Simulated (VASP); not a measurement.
Output of a VASP run:

**OSZICAR**
```
       N       E                     dE             d eps       ncg     rms          rms(c)
DAV:   1     0.240566441368E+03    0.24057E+03   -0.17598E+04   616   0.198E+03
DAV:   2     0.162899347952E+02   -0.22428E+03   -0.21885E+03   646   0.372E+02
DAV:   3    -0.595492536965E+01   -0.22245E+02   -0.22158E+02   724   0.117E+02
DAV:   4    -0.649147818474E+01   -0.53655E+00   -0.53591E+00   736   0.189E+01
DAV:   5    -0.650067633090E+01   -0.91981E-02   -0.91969E-02   754   0.247E+00    0.963E+00
DAV:   6    -0.565330048708E+01    0.84738E+00   -0.20185E+00   960   0.424E+01    0.750E+00
DAV:   7    -0.568896976650E+01   -0.35669E-01   -0.18802E+00   688   0.785E+00    0.333E+00
DAV:   8    -0.566932748133E+01    0.19642E-01   -0.12349E-01   844   0.456E+00    0.110E+00
DAV:   9    -0.566945853804E+01   -0.13106E-03   -0.18055E-02   870   0.252E+00    0.250E-01
DAV:  10    -0.566956823135E+01   -0.10969E-03   -0.12332E-03   712   0.353E-01    0.142E-01
DAV:  11    -0.566963952625E+01   -0.71295E-04   -0.86482E-05   754   0.774E-02    0.348E-02
DAV:  12    -0.566964726727E+01   -0.77410E-05   -0.12777E-05   706   0.390E-02    0.958E-03
DAV:  13    -0.566964736387E+01   -0.96609E-07   -0.53994E-07   542   0.107E-02
   1 F= -.56696474E+01 E0= -.56696474E+01  d E =-.566965E+01
```

### OUTCAR
```
------------------------ aborting loop because EDIFF is reached ----------------------------------------
  FORCE on cell =-STRESS in cart. coord.  units (eV):
  Direction    XX          YY          ZZ          XY          YZ          ZX
  --------------------------------------------------------------------------------------
  Total       -0.0067136     -0.0067136      0.0613803      0.0000000      0.0000000      0.0000000
  in kB       -0.1355497     -0.1355497      1.2392805      0.0000000      0.0000000      0.0000000
  external PRESSURE =       0.3227270 kB  Pullay stress =       0.0000000 kB
  volume of cell :       79.35
      direct lattice vectors                 reciprocal lattice vectors
     1.911576283 -3.310947201  0.000000000     0.261564241 -0.151014187  0.000000000
     1.911576283  3.310947201  0.000000000     0.261564241  0.151014187  0.000000000
     0.000000000  0.000000000  6.268973163     0.000000000  0.000000000  0.159515757
  FREE ENERGIE OF THE ION-ELECTRON SYSTEM (eV)
  ---------------------------------------------------
  free  energy   TOTEN  =        -5.6696473639 eV

  energy  without entropy=       -5.6696473639  energy(sigma->0) =       -5.66964736

 reached required accuracy - stopping structural energy minimisation
```
(Selected blocks of OUTCAR.)

### POSCAR
```
ZnS
1
    1.9115762825    -3.3109472014     0.0000000000
    1.9115762825     3.3109472014     0.0000000000
    0.0000000000     0.0000000000     6.2689731629
Zn S
2 2
Direct
  0.6666670000   0.3333330000   0.5002277801
  0.3333330000   0.6666670000   0.0002277801
  0.6666670000   0.3333330000   0.8747722199
  0.3333330000   0.6666670000   0.3747722199
```

### Question
Write an INCAR and KPOINTS that could have produced this output.

### Answer
One answer among several that fit: the input of the run itself, rev-vdW-DF2, plane waves, VASP's PBE PAW potentials (set 64).

**INCAR**
```
# general
SYSTEM   = ZnS
PREC     = Accurate
ENCUT    = 520   # plane-wave cut-off (eV)
LREAL    = .False.
LASPH    = .True.   # aspherical one-centre terms

# electronic loop
EDIFF    = 1E-6
NELM     = 100   # most electronic steps
ALGO     = Normal   # blocked Davidson
LMAXMIX  = 4

# smearing
ISMEAR   = 0
SIGMA    = 0.05

# functional
GGA      = MK
LUSE_VDW = .True.
AGGAC    = 0.0
PARAM1   = 0.1234568
PARAM2   = 0.7114
ZAB_VDW  = -1.8867

# ions
IBRION   = 2
NSW      = 60
ISIF     = 3   # ions, shape and volume
EDIFFG   = -0.02   # ionic stop

# output
LWAVE    = .False.
LCHARG   = .False.
```

### KPOINTS
```
Automatic mesh
0
Gamma
6 6 3
0 0 0
```

POTCAR, in this order: Zn S (PBE.64 set). Program: vasp_std.

The compound is ZnS in the wurtzite structure, the high-temperature form. It was relaxed first. The start is the result of an earlier pass.
